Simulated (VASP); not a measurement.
Given:

```yaml
crystal:
  lattice:
    - [0.00000, 3.02658, 3.02658]
    - [3.02658, 0.00000, 3.02658]
    - [3.02658, 3.02658, 0.00000]
  atoms:
    - { symbol: Cd, position: [0.00000, 0.00000, 0.00000] }
    - { symbol: S, position: [0.25000, 0.25000, 0.25000] }
```

Computed with PBE GGA, VASP's PBE PAW potentials (set 64) (plane waves; VASP). Run with 520 eV cut-off, 8×8×8 Γ-centred mesh, Gaussian smearing of 0.050 eV, potentials Cd S.

Question: Give the stress tensor in GPa (positive for a compressed cell).

Answer: 
```
-2.70   0.00   0.00
 0.00  -2.70   0.00
 0.00   0.00  -2.70
```
The pressure is its mean diagonal, -2.70 GPa.

The compound is CdS in the zinc blende structure, a metastable form; wurtzite is the usual one. This cell is one point of a volume scan, at 1.06 of the reference volume.
